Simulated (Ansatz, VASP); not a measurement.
# Cross-check of LaCu2Sn2 between VASP and Ansatz

One calculation is typed for both programs; each brings its own data sets and cutoff. How far apart do they land?

Main program and level: Ansatz 0.2.0; plane waves, with VASP 6.6.1 beside it; relaxation of cell and atoms at PBEsol.

**1. The starting structure**

It takes space group P4/nmm (No. 129, tetragonal). Conventional cell: a = 4.464 Å, b = 4.464 Å, c = 10.509 Å, α = 90.00°, β = 90.00°, γ = 90.00°. Nearest to La lie 8 Cu at 3.36 to 3.44 Å and 8 Sn at 3.39 to 3.54 Å. Nearest to Sn lie 4 Cu at 2.62 Å and 4 Sn at 3.16 Å and 4 La at 3.54 Å. Nearest to Sn lie 5 Cu at 2.57 to 2.61 Å and 4 La at 3.39 Å. Cu has 4 Sn at 2.57 Å and 4 Cu at 3.16 Å and 4 La at 3.36 Å nearest. Cu has 5 Sn at 2.61 to 2.62 Å and 4 La at 3.44 Å nearest. Farther neighbours are not listed.

**2. Ansatz: relaxation of cell and atoms, PBEsol**

Ansatz runs on its default PAW (the set named soft_2) files.

The relaxed volume is the usual yardstick between codes: its relative difference is about their pressure difference at one cell divided by the bulk modulus.

The input, input.yaml:

```yaml
crystal:
  lattice:
    - [4.464, 0.0, 0.0]
    - [0.0, 4.464, 0.0]
    - [0.0, 0.0, 10.509]
  atoms:
    - { symbol: La, position: [0.5, 0.0, 0.761] }
    - { symbol: La, position: [0.0, 0.5, 0.239] }
    - { symbol: Sn, position: [0.5, 0.5, 0.5] }
    - { symbol: Sn, position: [0.0, 0.0, 0.5] }
    - { symbol: Sn, position: [0.5, 0.0, 0.1215] }
    - { symbol: Sn, position: [0.0, 0.5, 0.8785] }
    - { symbol: Cu, position: [0.5, 0.5, 0.0] }
    - { symbol: Cu, position: [0.0, 0.0, 0.0] }
    - { symbol: Cu, position: [0.5, 0.0, 0.3697] }
    - { symbol: Cu, position: [0.0, 0.5, 0.6303] }
hamiltonian:
  xc: pbesol
  pseudopotentials: { kind: paw }
kpoints:
  mp_grid: { grid: [4, 4, 2] }
scf:
  occupations: { method: methfessel_paxton, width: 0.15 }
relax:
  f_tol: 0.01
  max_steps: 60
  cell: { stress_tol: 0.05 }
output:
  forces: true
  stress: true
```

Command:

```console
ansatz run input.yaml --threads 4 --pin off --max-ram 9216MiB --backend cpu --events-out ev --progress --plain --runs-dir out
```

Numbers of over 12 decimals in the logs are rounded to 6 here.

Log:

```text
Engine: ansatz 0.2.0, aarch64-unknown-linux-gnu
Pseudopotentials: kind: paw
Pseudopotential: La, paw, valence charge 11, recommended cutoff 420 eV (normal), La.paw.azcp
Pseudopotential: Sn, paw, valence charge 14, recommended cutoff 420 eV (normal), Sn.paw.azcp
Pseudopotential: Cu, paw, valence charge 19, recommended cutoff 420 eV (normal), Cu.paw.azcp
Functional definition: PBEsol
  exchange = pbesol_x
  correlation = pbesol_c
Crystal: 10 atoms, lattice volume = 209.416 Å³
Basis set: ecut = 420 eV, 4139 PW (Γ), exchange–correlation on 60×60×144 points (8 copies of the dense FFT grid, shifted against one another)
Bands: 93, of which v1, the nominal top of the filled ones, is band 77 counted from 1 (76 counted from 0)
Symmetry: 16 space group operations
Space group: P4/nmm (ITA 129), of the structure as read, at distance tolerance 5.9e-5 Å
k-points: 12 of 32
Non-local potential: La, projectors of the file, l = 0: 3, l = 1: 2, l = 2: 2, l = 3: 3
Non-local potential: Sn, projectors of the file, l = 0: 2, l = 1: 2, l = 2: 2, l = 3: 2
Non-local potential: Cu, projectors of the file, l = 0: 3, l = 1: 2, l = 2: 3, l = 3: 1
PAW form: soft (Blöchl's): semilocal exchange-correlation on the pseudo side does not see the compensation charge
PAW frozen core: La, regenerated for the run's functional, and the local potential with it (the file was generated under x = pbe(κ = 0.804, μ = 0.219515), c = pbe(β = 0.066725))
PAW frozen core: Sn, regenerated for the run's functional, and the local potential with it (the file was generated under x = pbe(κ = 0.804, μ = 0.219515), c = pbe(β = 0.066725))
PAW frozen core: Cu, regenerated for the run's functional, and the local potential with it (the file was generated under x = pbe(κ = 0.804, μ = 0.219515), c = pbe(β = 0.066725))
PAW one-centre angular grid: La, 590 points (default); XC on 64 Gauss nodes
PAW one-centre angular grid: Sn, 590 points (default); XC on 64 Gauss nodes
PAW one-centre angular grid: Cu, 590 points (default); XC on 64 Gauss nodes
Initial density: superposition of atomic densities (neutral atoms: chi_scale 0, normalization atom), corrected by the library's trained network
Initial wavefunctions: pseudopotential atomic-orbital guess
Functional: x = pbesol(κ = 0.804, μ = 0.123457), c = pbesol(β = 0.046)
SCF iter   1: F=—  HF=-62481.758391 eV  |F-HF|=—  |Δ(HF+E_count)|=         —  Δρ=1.06e-2  dr2=1.41e-1  ethr=1.77e-3  ⟨swp⟩=6.0  Hψ=4162  notcnv=0
preconditioner: auto → Resta (q_TF=auto, 2.592 Å⁻¹)  ε∞=6.0  [insulator: Δε(μ)=0.134 eV  Ē_g=12.457 eV  σ=0.150 eV  W_gap=0.67  n_scr=56 (ndim 8)  ℏωp=27.9 eV  f_vac=0.000  D(μ)=3.09/eV (n_scr^D=16)  ε∞_Penn≈6.0]
SCF iter   2: F=—  HF=-62481.736503 eV  |F-HF|=—  |Δ(HF+E_count)|=   2.19e-2  S|Δr|=    0.00e0  Δρ=3.24e-3  dr2=1.29e-2  ethr=9.17e-5  ⟨swp⟩=2.0  Hψ=2241  notcnv=0  defer=2
SCF iter   3: F=—  HF=-62481.731879 eV  |F-HF|=—  |Δ(HF+E_count)|=   4.62e-3  S|Δr|=    0.00e0  Δρ=1.42e-3  dr2=2.79e-3  ethr=8.39e-6  ⟨swp⟩=2.0  Hψ=1946  notcnv=0  defer=2
SCF iter   4: F=—  HF=-62481.731314 eV  |F-HF|=—  |Δ(HF+E_count)|=   5.65e-4  S|Δr|=    0.00e0  Δρ=3.08e-4  dr2=1.72e-4  ethr=1.81e-6  ⟨swp⟩=3.0  Hψ=2104  notcnv=0  defer=2
SCF iter   5: F=—  HF=-62481.731327 eV  |F-HF|=—  |Δ(HF+E_count)|=   1.38e-5  S|Δr|=    0.00e0  Δρ=3.15e-4  dr2=1.30e-4  ethr=1.12e-7  ⟨swp⟩=2.0  Hψ=1958  notcnv=0  defer=2
SCF iter   6: F=—  HF=-62481.731322 eV  |F-HF|=—  |Δ(HF+E_count)|=   5.84e-6  S|Δr|=    0.00e0  Δρ=6.30e-5  dr2=6.44e-6  ethr=8.41e-8  ⟨swp⟩=2.0  Hψ=1701  notcnv=0  defer=2
SCF iter   7: F=—  HF=-62481.731291 eV  |F-HF|=—  |Δ(HF+E_count)|=   3.11e-5  S|Δr|=    0.00e0  Δρ=1.17e-5  dr2=2.77e-7  ethr=4.18e-9  ⟨swp⟩=2.1  Hψ=1863  notcnv=0  defer=2
SCF iter   8: F=-62481.731291 eV  HF=-62481.731291 eV  |F-HF|=3.62e-8  |Δ(HF+E_count)|=   1.30e-7  S|Δr|=    0.00e0  Δρ=7.49e-6  dr2=9.52e-8  ethr=6.49e-11  ⟨swp⟩=4.9  Hψ=4543  notcnv=0
SCF 1 converged in 8 iterations: F = -62481.731291 eV  dr2 = 9.52e-8
  greatest PAW one-centre occupation: 1.000 electrons in one spin orbital (limit 2), on the Cu atom at site 7 (counted from 0), in its partial waves of l = 0
relax step   1: F+E_penalty+E_count = -62481.73129060 eV  Δ(F+E_penalty+E_count) = +0.000e0 eV  max|allowed force component| = 5.726e-1 eV/Å  Δτ_max = 0.0000 Å  P = -0.087 GPa  Ω = 209.416 Å³  (8 SCF iters, dr2 threshold 1.00e-7 eV, accepted)
[...]
relax step   2: F+E_penalty+E_count = -62481.77795329 eV  Δ(F+E_penalty+E_count) = -4.666e-2 eV  max|allowed force component| = 9.677e-2 eV/Å  Δτ_max = 0.0454 Å  P = +0.388 GPa  Ω = 207.822 Å³  energy of the carried Pulay correction = +5.479e-4 eV  (10 SCF iters, dr2 threshold 1.00e-6 eV, accepted)
[...]
relax step   3: F+E_penalty+E_count = -62481.77937316 eV  Δ(F+E_penalty+E_count) = -1.420e-3 eV  max|allowed force component| = 1.340e-2 eV/Å  Δτ_max = 0.0128 Å  P = -0.225 GPa  Ω = 209.271 Å³  energy of the carried Pulay correction = +4.977e-5 eV  (9 SCF iters, dr2 threshold 5.85e-7 eV, accepted)
[...]
relax step   4: F+E_penalty+E_count = -62481.77999733 eV  Δ(F+E_penalty+E_count) = -6.242e-4 eV  max|allowed force component| = 4.188e-3 eV/Å  Δτ_max = 0.0015 Å  P = +0.002 GPa  Ω = 208.752 Å³  energy of the carried Pulay correction = +2.276e-4 eV  (8 SCF iters, dr2 threshold 1.69e-7 eV, accepted)
[...]
relax step   5: F+E_penalty+E_count = -62481.77982306 eV  Δ(F+E_penalty+E_count) = +1.743e-4 eV  max|allowed force component| = 4.185e-3 eV/Å  Δτ_max = 0.0000 Å  P = +0.001 GPa  Ω = 208.752 Å³  stress off target by 1.16e-2 GPa  SCF on the basis re-selected at this cell (its energy is not comparable with the rows above)  (8 SCF iters)
basis re-selected at this cell: Δ(F+E_penalty+E_count) = +1.743e-4 eV, ΔP = -0.001 GPa vs the last step (what re-selecting the basis moved, of the pressure what is left beyond the Pulay correction that the steps carried, after the strain that the cell walked since its last selection, with what the two solves' SCF thresholds leave and, on support functions, any second-order correction that the steps lacked; it is no m [...]
SCF converged after 8 iterations
Stability not checked: this state was not tested for a lower state beside it, because cold or Methfessel-Paxton smearing, or corrected tetrahedra, fill the levels in a way that the test cannot read (fill_not_monotonic; see scf.lower_state_search)
Free energy (F): -62481.779823 eV
Harris-Foulkes:  -62481.779823 eV  (|F-HF|=7.28e-12)
Internal energy: -62481.777228 eV  (E = F + TS)
E sigma→0 (E₀):  -62481.779174 eV
Entropy (-TS):   -0.002595 eV (-0.260 meV/atom)
Fermi energy:    13.448571 eV
Step filling:    the computed levels leave a gap of 0.0737 eV = 0.5 smearing widths at the electron count; against every level under it full and every level over it empty, smearing changes F+E_penalty+E_count by +0.196 meV and its σ→0 estimate by +0.844 meV
--- Per-component energies (eV) ---
  E_band       = -1930.958303
  E_kinetic    = 2342.592083
  E_local      = -25610.268081  (includes V_loc(G=0)·N_el)
  E_nonlocal   = 1642.684220
  E_hartree    = 12104.528719
  E_xc         = -2152.162531
  E_vxc        = -1147.814231  (∫ρ·V_xc dr)
  E_paw        = -33435.137471  (= ΣΔE_a)
  E_vpaw       = -3367.211378  (= ΣTr[D̂ρ^β])
  E_aug_tail   = 0.001062  (compensation charges beyond the density's cutoff)
  E_ewald      = -17376.318415
  E_core_change = 2.303187  (= ΣΔE_core)
  E_smearing   = -0.002595  (= −TS)
  E_closure    = -0.000000  (closes the sum)
  Σ components = -62481.779823   (vs F -62481.779823, Δ=0.00e0)
--- Forces (eV/Å), atoms counted from 1 ---
  atom   1  La    -0.00000000    -0.00000000    -0.00149064
  atom   2  La     0.00000000     0.00000000     0.00149064
  atom   3  Sn     0.00000000     0.00000000    -0.00000000
  atom   4  Sn    -0.00000000    -0.00000000     0.00000000
  atom   5  Sn     0.00000000     0.00000000     0.00418503
  atom   6  Sn    -0.00000000    -0.00000000    -0.00418503
  atom   7  Cu    -0.00000000    -0.00000000     0.00000000
  atom   8  Cu     0.00000000     0.00000000    -0.00000000
  atom   9  Cu    -0.00000000    -0.00000000    -0.00276557
  atom  10  Cu     0.00000000     0.00000000     0.00276557
  max |Σ_I F_I| component: 5.72e-17 eV/Å
--- Stress (GPa, compression-positive) ---
        0.007384      -0.000000       0.000000
       -0.000000       0.007384       0.000000
        0.000000       0.000000      -0.011553
  P = ⅓ Tr σ = 0.0011 GPa (0.011 kbar)
--- Relaxed structure (4 steps of the walk, 4 accepted, 1 SCFs on fresh bases) ---
  F+E_penalty+E_count = -62481.77982306 eV   max|allowed force component| = 4.185e-3 eV/Å   (the final SCF, on the basis selected at the relaxed cell)
  cell:  # Å, volume = 208.7524 Å³
    - [4.465354, 0, 0]
    - [0, 4.465354, 0]
    - [0, 0, 10.469348]
  atoms:
    - { symbol: La, position: [0.5, 0, 0.762081] }
    - { symbol: La, position: [0, 0.5, 0.237919] }
    - { symbol: Sn, position: [0.5, 0.5, 0.500000] }
    - { symbol: Sn, position: [0, 0, 0.500000] }
    - { symbol: Sn, position: [0.5, 0, 0.124754] }
    - { symbol: Sn, position: [0, 0.5, 0.875246] }
    - { symbol: Cu, position: [0.5, 0.5, 0] }
    - { symbol: Cu, position: [0, 0, 0] }
    - { symbol: Cu, position: [0.5, 0, 0.365251] }
    - { symbol: Cu, position: [0, 0.5, 0.634749] }
```

It took 24 s on 4 threads of Arm Neoverse V1, shared host; peak memory 1 GiB.

(Part 1 of 2 ends here.)

[Lines on the potential files, build, host, timing and source positions are cut from VASP's logs without a mark.]

[Logs are printed without paths, hosts, clocks, repeated set-up lines and the standing remarks that a program may print on its own settings, such as how far it seeks lower states.]

[Hosts, paths, dates, database ids (printed as entryN), source tags and the programs' standing remarks are cut or masked in the printed files.]
